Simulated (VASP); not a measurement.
# Vibrations of MoS2: a test of the settings

How far do the zone-centre frequencies of MoS2 depend on the numerical settings? The starting structure is a measured crystal structure from the Crystallography Open Database.

Calculated with VASP 6.6.1; Kohn-Sham DFT with plane waves and PAW; LDA.

The database entry behind the starting cell differs from later determinations by our own check (about 0.3 % long), so it need not match the best structure at ambient conditions.

## Step 1: The structure

Symmetry: P6_3/mmc, No. 194, hexagonal system. Conventional cell: a = 3.169 Å, b = 3.169 Å, c = 12.324 Å, α = 90.00°, β = 90.00°, γ = 120.00°. Nearest to Mo lie 6 S at 2.41 Å. S has 3 Mo at 2.41 Å nearest. Farther neighbours and most contacts between anions are not listed.

## Step 2: Reference modes

The cell comes from a relaxation at this level, not shown (101.89 Å³).

Input file INCAR:

```
SYSTEM = MoS2
PREC = Accurate
ENCUT = 450
EDIFF = 1E-08
NELM = 100
ISMEAR = 0
SIGMA = 0.03
LREAL = .FALSE.
ALGO = Normal
GGA = CA
NBANDS = 32
LORBIT = 11
LWAVE = .FALSE.
LCHARG = .FALSE.
KPAR = 4
IBRION = 8
LEPSILON = .TRUE.
ISIF = 2
```

Input file POSCAR:

```
MoS2
1.0
    3.1228966759      0.0000000000      0.0000000000
   -1.5614483380      2.7045078548      0.0000000000
    0.0000000000      0.0000000000     12.0635980418
Mo S
2 4
Direct
    0.6666666667      0.3333333333      0.7500000000
    0.3333333333      0.6666666667      0.2500000000
    0.6666666667      0.3333333333      0.3788591205
    0.3333333333      0.6666666667      0.8788591205
    0.6666666667      0.3333333333      0.1211408795
    0.3333333333      0.6666666667      0.6211408795
```

Input file KPOINTS:

```
Automatic mesh
0
Gamma
8 8 2
0 0 0
```

The projector-augmented-wave data sets are Mo_sv and S (LDA family, release 64).

Command:

```
$ mpirun -np 4 vasp_std
```

The program printed:

```text
[banner, memory and clock lines left out]
running    4 mpi-ranks, on    1 nodes
 distrk:  each k-point on    1 cores,    4 groups
 distr:  one band on    1 cores,    1 groups

 POSCAR found type information on POSCAR MoS
 POSCAR found :  2 types and       6 ions
 LDA part: xc-table for (Slater(with rela. corr.)+CA(PZ))
 , standard interpolation
 POSCAR, INCAR and KPOINTS ok, starting setup
 FFT: planning ... GRIDC
 FFT: planning ... GRID_SOFT
 FFT: planning ... GRID
 WAVECAR not read
 entering main loop
       N       E                     dE             d eps       ncg     rms          rms(c)
DAV:   1     0.435978550017E+03    0.43598E+03   -0.27405E+04  1432   0.139E+03
DAV:   2    -0.265133425199E+02   -0.46249E+03   -0.45070E+03  1512   0.389E+02
DAV:   3    -0.512659599564E+02   -0.24753E+02   -0.24530E+02  1632   0.789E+01
DAV:   4    -0.517971935819E+02   -0.53123E+00   -0.52936E+00  1536   0.116E+01
DAV:   5    -0.518101148330E+02   -0.12921E-01   -0.12917E-01  1632   0.168E+00    0.374E+01
DAV:   6    -0.496512962327E+02    0.21588E+01   -0.17278E+01  1472   0.248E+01    0.125E+01
DAV:   7    -0.492745047104E+02    0.37679E+00   -0.73412E+00  1480   0.156E+01    0.902E+00
DAV:   8    -0.489569039964E+02    0.31760E+00   -0.12574E+00  1576   0.685E+00    0.269E+00
DAV:   9    -0.489638559036E+02   -0.69519E-02   -0.10533E-01  1680   0.154E+00    0.113E+00
DAV:  10    -0.489564107450E+02    0.74452E-02   -0.44071E-02  1560   0.130E+00    0.242E-01
DAV:  11    -0.489563334274E+02    0.77318E-04   -0.19927E-03  1592   0.258E-01    0.124E-01
DAV:  12    -0.489563046403E+02    0.28787E-04   -0.14464E-04  1544   0.591E-02    0.814E-02
DAV:  13    -0.489562860392E+02    0.18601E-04   -0.18945E-04  1656   0.745E-02    0.209E-02
DAV:  14    -0.489562841783E+02    0.18609E-05   -0.21209E-05  1592   0.290E-02    0.107E-02
DAV:  15    -0.489562842029E+02   -0.24650E-07   -0.83400E-07  1624   0.494E-03    0.405E-03
DAV:  16    -0.489562840396E+02    0.16332E-06   -0.76822E-07  1624   0.553E-03    0.563E-04
DAV:  17    -0.489562840433E+02   -0.36907E-08   -0.36721E-08  1408   0.111E-03
   1 F= -.48956284E+02 E0= -.48956284E+02  d E =-.702546E-55
 Linear response reoptimize wavefunctions to high precision
DAV:   1    -0.489562840427E+02    0.61209E-09   -0.12587E-09  1024   0.194E-04
DAV:   2    -0.489562840427E+02   -0.56389E-10   -0.12246E-10   944   0.664E-05
 Linear response G [H, r] |phi>, progress :
  Direction:   1
       N       E                     dE             d eps       ncg     rms
RMM:   1    -0.265770353829E+03   -0.26577E+03   -0.23643E+02  2285   0.293E+02
RMM:   2    -0.246196785027E+03    0.19574E+02   -0.13836E+02  2038   0.506E+01
RMM:   3    -0.248289953090E+03   -0.20932E+01   -0.89115E+00  2281   0.130E+01
RMM:   4    -0.248372833503E+03   -0.82880E-01   -0.81069E-01  2425   0.327E+00
RMM:   5    -0.248380223661E+03   -0.73902E-02   -0.90578E-02  2565   0.101E+00
RMM:   6    -0.248380917664E+03   -0.69400E-03   -0.13163E-02  2564   0.351E-01
RMM:   7    -0.248380811508E+03    0.10616E-03   -0.92289E-03  2708   0.829E-02
RMM:   8    -0.248380761226E+03    0.50282E-04   -0.23216E-03  2657   0.263E-02
RMM:   9    -0.248380733045E+03    0.28182E-04   -0.11052E-04  2706   0.117E-02
RMM:  10    -0.248380751535E+03   -0.18491E-04   -0.18946E-04  2685   0.677E-03
RMM:  11    -0.248380739233E+03    0.12302E-04    0.54286E-04  2696   0.521E-03
RMM:  12    -0.248380744185E+03   -0.49519E-05   -0.34539E-04  2628   0.469E-03
RMM:  13    -0.248380741728E+03    0.24569E-05    0.37477E-05  2519   0.451E-03
RMM:  14    -0.248380743361E+03   -0.16323E-05   -0.36646E-04  2365   0.443E-03
RMM:  15    -0.248380744781E+03   -0.14203E-05   -0.32214E-05  2282   0.442E-03
 Linear response G [H, r] |phi>, progress :
  Direction:   2
       N       E                     dE             d eps       ncg     rms
RMM:   1    -0.276051406723E+03   -0.27605E+03   -0.36705E+02  2306   0.295E+02
RMM:   2    -0.256639819350E+03    0.19412E+02   -0.14350E+02  2069   0.508E+01
RMM:   3    -0.258639091784E+03   -0.19993E+01   -0.99641E+00  2296   0.132E+01
RMM:   4    -0.258733503019E+03   -0.94411E-01   -0.91807E-01  2429   0.326E+00
RMM:   5    -0.258735695442E+03   -0.21924E-02   -0.89107E-02  2585   0.101E+00
RMM:   6    -0.258736215810E+03   -0.52037E-03   -0.10309E-02  2604   0.337E-01
RMM:   7    -0.258736306282E+03   -0.90472E-04    0.11071E-02  2714   0.769E-02
RMM:   8    -0.258736146098E+03    0.16018E-03   -0.75341E-04  2661   0.244E-02
RMM:   9    -0.258736187041E+03   -0.40943E-04    0.27630E-03  2753   0.116E-02
RMM:  10    -0.258736195807E+03   -0.87662E-05   -0.10710E-03  2728   0.735E-03
RMM:  11    -0.258736191185E+03    0.46224E-05    0.15505E-04  2782   0.581E-03
RMM:  12    -0.258736192493E+03   -0.13079E-05   -0.79435E-04  2674   0.526E-03
RMM:  13    -0.258736192231E+03    0.26141E-06   -0.17326E-04  2549   0.507E-03
RMM:  14    -0.258736196077E+03   -0.38460E-05   -0.12666E-04  2382   0.501E-03
RMM:  15    -0.258736188649E+03    0.74288E-05   -0.38623E-04  2258   0.498E-03
 Linear response G [H, r] |phi>, progress :
  Direction:   3
       N       E                     dE             d eps       ncg     rms
RMM:   1    -0.271608457787E+03   -0.27161E+03   -0.17002E+02  2352   0.300E+02
RMM:   2    -0.252713849867E+03    0.18895E+02   -0.15344E+02  2033   0.504E+01
[...]
RMM:  17    -0.671991538026E+00   -0.12852E-06   -0.14445E-07  9029   0.987E-05    0.720E-06
RMM:  18    -0.671991528586E+00    0.94392E-08    0.33484E-08  9584   0.876E-05    0.572E-06
 first order change of Fermi-energy  -0.11223E-01
 force on displaced ion       1 direction 1 : -21.423   0.007  -0.000
 Born effective charge ion    1 direction 1 :  -1.131  -0.000   0.000
 Linear response progress:
  Degree of freedom:   2/  4
       N       E                     dE             d eps       ncg     rms          rms(c)
RMM:   1    -0.103550176700E+01   -0.10355E+01    0.32036E-01  1467   0.199E+01
RMM:   2    -0.855657038067E+00    0.17984E+00   -0.28534E-01  1874   0.260E+00    0.204E-01
RMM:   3    -0.860832950712E+00   -0.51759E-02   -0.22776E-02  2144   0.625E-01    0.133E-01
RMM:   4    -0.859802414335E+00    0.10305E-02    0.66654E-04  2333   0.131E-01    0.724E-02
RMM:   5    -0.859677005782E+00    0.12541E-03   -0.30612E-04  2599   0.399E-02    0.253E-02
RMM:   6    -0.859619171248E+00    0.57835E-04   -0.67977E-06  2406   0.130E-02    0.356E-03
RMM:   7    -0.859657629449E+00   -0.38458E-04   -0.24019E-05  2432   0.546E-03    0.171E-03
RMM:   8    -0.859672287238E+00   -0.14658E-04   -0.74991E-06  2556   0.261E-03    0.814E-04
RMM:   9    -0.859673863654E+00   -0.15764E-05   -0.89135E-06  2474   0.107E-03    0.438E-04
RMM:  10    -0.859671644206E+00    0.22194E-05   -0.98833E-06  2422   0.589E-04    0.140E-04
RMM:  11    -0.859671752793E+00   -0.10859E-06   -0.41540E-06  2704   0.313E-04    0.624E-05
RMM:  12    -0.859671699596E+00    0.53197E-07   -0.38383E-06  2722   0.212E-04    0.167E-05
RMM:  13    -0.859671471849E+00    0.22775E-06   -0.21176E-06  2649   0.161E-04    0.744E-06
RMM:  14    -0.859671460209E+00    0.11640E-07   -0.14714E-06  2650   0.140E-04    0.415E-06
[...]
RMM:  22    -0.859671397695E+00    0.10538E-07   -0.32773E-07  1903   0.114E-04    0.199E-07
RMM:  23    -0.859671388609E+00    0.90865E-08   -0.35630E-07  1878   0.114E-04    0.217E-07
RMM:  24    -0.859671387874E+00    0.73461E-09   -0.29429E-07  1879   0.114E-04    0.149E-07
RMM:  25    -0.859671401225E+00   -0.13351E-07   -0.30681E-07  1881   0.113E-04    0.234E-07
RMM:  26    -0.859671391759E+00    0.94664E-08   -0.25211E-07  1874   0.114E-04    0.286E-07
RMM:  27    -0.859671381115E+00    0.10644E-07   -0.30505E-07  1853   0.113E-04    0.349E-07
RMM:  28    -0.859671404532E+00   -0.23417E-07   -0.25835E-07  1853   0.113E-04    0.348E-07
RMM:  29    -0.859671376355E+00    0.28176E-07   -0.31504E-07  1834   0.113E-04    0.329E-07
 first order change of Fermi-energy  -0.25620E-03
 force on displaced ion       1 direction 3 :  -0.000   0.000 -31.579
 Born effective charge ion    1 direction 3 :   0.000  -0.000  -0.800
 Linear response progress:
  Degree of freedom:   3/  4
       N       E                     dE             d eps       ncg     rms          rms(c)
RMM:   1    -0.105021174313E+00   -0.10502E+00   -0.12727E-01 10371   0.142E+00
RMM:   2    -0.903443207169E-01    0.14677E-01   -0.12712E-02  6905   0.444E-01    0.129E-01
RMM:   3    -0.907167420435E-01   -0.37242E-03   -0.66462E-04  7449   0.939E-02    0.709E-02
RMM:   4    -0.910443616966E-01   -0.32762E-03   -0.14987E-04  7531   0.443E-02    0.130E-02
RMM:   5    -0.910342502449E-01    0.10111E-04   -0.19889E-05  7850   0.105E-02    0.593E-03
RMM:   6    -0.910006643842E-01    0.33586E-04   -0.36447E-06  7555   0.465E-03    0.135E-03
RMM:   7    -0.910103874601E-01   -0.97231E-05   -0.19823E-06  7546   0.141E-03    0.641E-04
RMM:   8    -0.910135530120E-01   -0.31656E-05    0.35229E-07  8130   0.571E-04    0.281E-04
RMM:   9    -0.910138804061E-01   -0.32739E-06    0.27401E-07  8310   0.215E-04    0.115E-04
RMM:  10    -0.910136396877E-01    0.24072E-06    0.14708E-07  8034   0.136E-04    0.342E-05
RMM:  11    -0.910136685727E-01   -0.28885E-07   -0.14305E-07  8253   0.114E-04    0.776E-06
RMM:  12    -0.910137040346E-01   -0.35462E-07    0.98062E-09  8450   0.963E-05    0.288E-06
RMM:  13    -0.910137016001E-01    0.24346E-08    0.21077E-09  7707   0.918E-05    0.136E-06
 first order change of Fermi-energy   0.54782E-02
 force on displaced ion       3 direction 1 : -10.279  -0.001  -0.000
 Born effective charge ion    3 direction 1 :   0.561   0.001   0.000
 Linear response progress:
  Degree of freedom:   4/  4
       N       E                     dE             d eps       ncg     rms          rms(c)
RMM:   1    -0.170356549821E+00   -0.17036E+00   -0.14835E-01  3128   0.155E+00
RMM:   2    -0.148366140645E+00    0.21990E-01   -0.14648E-02  2008   0.494E-01    0.382E-01
RMM:   3    -0.148438051918E+00   -0.71911E-04   -0.14011E-03  2048   0.137E-01    0.259E-01
RMM:   4    -0.148652239091E+00   -0.21419E-03   -0.35361E-04  2014   0.770E-02    0.361E-02
RMM:   5    -0.148663917806E+00   -0.11679E-04   -0.82695E-05  1977   0.462E-02    0.202E-02
RMM:   6    -0.148672992239E+00   -0.90744E-05   -0.24025E-05  2215   0.129E-02    0.608E-03
RMM:   7    -0.148668736483E+00    0.42558E-05   -0.33701E-07  2270   0.432E-03    0.248E-03
RMM:   8    -0.148670840322E+00   -0.21038E-05   -0.75038E-07  2232   0.141E-03    0.780E-04
RMM:   9    -0.148674079199E+00   -0.32389E-05    0.18027E-08  2153   0.757E-04    0.259E-04
RMM:  10    -0.148674126444E+00   -0.47245E-07    0.53112E-07  2264   0.320E-04    0.853E-05
RMM:  11    -0.148673862955E+00    0.26349E-06    0.24590E-07  2400   0.172E-04    0.562E-05
RMM:  12    -0.148673739222E+00    0.12373E-06    0.23303E-07  2355   0.131E-04    0.210E-05
RMM:  13    -0.148673728076E+00    0.11145E-07    0.71044E-08  2412   0.113E-04    0.112E-05
RMM:  14    -0.148673754809E+00   -0.26732E-07    0.35514E-07  2488   0.107E-04    0.272E-06
RMM:  15    -0.148673758459E+00   -0.36506E-08    0.34731E-07  2243   0.104E-04    0.105E-06
RMM:  16    -0.148673748909E+00    0.95501E-08    0.35601E-07  1969   0.103E-04    0.270E-07
RMM:  17    -0.148673748214E+00    0.69515E-09    0.25902E-07  1713   0.103E-04    0.162E-07
RMM:  18    -0.148673775333E+00   -0.27120E-07    0.32638E-07  1642   0.103E-04    0.160E-07
RMM:  19    -0.148673742518E+00    0.32815E-07    0.28109E-07  1616   0.103E-04    0.130E-07
RMM:  20    -0.148673768823E+00   -0.26305E-07    0.34394E-07  1603   0.103E-04    0.940E-08
 first order change of Fermi-energy   0.19525E+02
 force on displaced ion       3 direction 3 :  -0.000  -0.000 -17.975
 Born effective charge ion    3 direction 3 :   0.000   0.000   0.393
 Born effective charges drift removed
 Linear response finished
```

It took 5.6 min on 4 MPI ranks of AMD EPYC 9R14 (Zen 4), shared host; peak memory 2 GiB; 22 min of CPU time.

Lines that name or quote the potential files are left out of all logs, and their timing lines are given in words.

(Part 1 of 3 ends here.)

[Lines on the potential files, build, host, timing and source positions are cut from VASP's logs without a mark.]

[Logs are printed without paths, hosts, clocks, repeated set-up lines and the standing remarks that a program may print on its own settings, such as how far it seeks lower states.]

[Hosts, paths, dates, database ids (printed as entryN), source tags and the programs' standing remarks are cut or masked in the printed files.]
